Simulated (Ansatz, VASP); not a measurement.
LiC2: VASP beside Ansatz

```
Li C
1.0
     4.36030    0.00000    0.00000
     0.00000    4.36030    0.00000
     0.00000    0.00000    1.37309
Li C
1 2
Cartesian
  0.0000 0.0000 0.0000
  2.1801 0.0000 0.0000
  0.0000 2.1801 0.0000
```

Change from the starting cell: ordered vacancies on the anion sites of rhenium trioxide (P4/mmm, No. 123).

Alike in both runs: task relaxation of cell and atoms; functional PBE; k mesh 10 × 10 × 32; occupations gaussian, width 0.1 eV; no spin polarisation.

|  | VASP | Ansatz |
| --- | --- | --- |
| version | VASP 6.6.1 | Ansatz 0.2.0 |
| potentials or method | VASP PAW PBE potentials, release 64 (Li_sv, C) | scalar-relativistic, plane waves, PAW |
| plane-wave cutoff (eV) | 600 | 420 |
| valence electrons in the cell | 11 | 11 |

```csv
,VASP,Ansatz,Ansatz less VASP
"gap on the k mesh at the Fermi level, each at its own relaxed structure (eV)",none,none,-
relaxed volume (Å³/atom),8.63,8.66,+0.034
relaxed cell length with the largest relative difference (Å),4.344,4.350,+0.0059
```

A gap of «none» marks a metal or a gap that the smearing closes.

Caveats: the cutoff is under 1.25 times the usual one of these potentials, so pressure, stress and relaxed cells hold a basis-set (Pulay) error (VASP).
